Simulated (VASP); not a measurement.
Given:

```xyz
1
Lattice="-2.2178 2.2178 2.2178 2.2178 -2.2178 2.2178 2.2178 2.2178 -2.2178" Properties=species:S:1:pos:R:3 pbc="T T T"
K      0.0000     0.0000     0.0000
```

The numbers are results of PBE GGA, VASP's PBE PAW potentials (set 64) (plane waves; VASP), not measurements. Settings: 500 eV cut-off, 12×12×12 Γ-centred mesh, first-order Methfessel-Paxton smearing of 0.10 eV, potentials K_sv.

**Question.** Predict the energy per atom (σ→0), pressure, band gap (on the k-mesh) with the smallest direct gap where there is one.

**Answer.** 
```
Item                                                         Value
------------------------  ----------------------------------------
band gap (on the k-mesh)  none (metal, semimetal or under 0.01 eV)
energy per atom (σ→0)                               -0.734 eV/atom
pressure                                                  5.03 GPa
```

Total energies compare only between runs with the same potentials, cut-off and functional.

The compound is K in the bcc structure. It was relaxed first under an external pressure of 5 GPa.
